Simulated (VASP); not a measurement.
Here is the system:

```yaml
crystal:
  lattice:
    - [4.26782, 0.00000, 0.00000]
    - [0.00000, 4.26782, 0.00000]
    - [0.00000, 0.00000, 4.26782]
  atoms:
    - { symbol: Cu, position: [0.75000, 0.25000, 0.75000] }
    - { symbol: Cu, position: [0.25000, 0.75000, 0.75000] }
    - { symbol: Cu, position: [0.75000, 0.75000, 0.25000] }
    - { symbol: Cu, position: [0.25000, 0.25000, 0.25000] }
    - { symbol: O, position: [0.00000, 0.00000, 0.00000] }
    - { symbol: O, position: [0.50000, 0.50000, 0.50000] }
```

Level of theory: revTPSS meta-GGA, VASP's PBE PAW potentials (set 64) (plane waves; VASP). Run with 520 eV cut-off, 6×6×6 Γ-centred mesh, tetrahedra with Blöchl corrections, potentials Cu O.

The cores are frozen, which limits the accuracy of field gradients.

Give the principal components of the electric field gradient (V/Å²) and the asymmetry η at each nucleus.

```json
[
 {"atom": "Cu1", "Vxx": "29.7", "Vyy": "29.7", "Vzz": "-59.4", "η": "0.00"},
 {"atom": "Cu2", "Vxx": "29.7", "Vyy": "29.7", "Vzz": "-59.4", "η": "0.00"},
 {"atom": "Cu3", "Vxx": "29.7", "Vyy": "29.7", "Vzz": "-59.4", "η": "0.00"},
 {"atom": "Cu4", "Vxx": "29.7", "Vyy": "29.7", "Vzz": "-59.4", "η": "0.00"},
 {"atom": "O5", "Vxx": "0.0", "Vyy": "0.0", "Vzz": "0.0", "η": "-"},
 {"atom": "O6", "Vxx": "0.0", "Vyy": "0.0", "Vzz": "0.0", "η": "-"}
]
```

The compound is Cu2O in the cuprite structure. It was relaxed first.
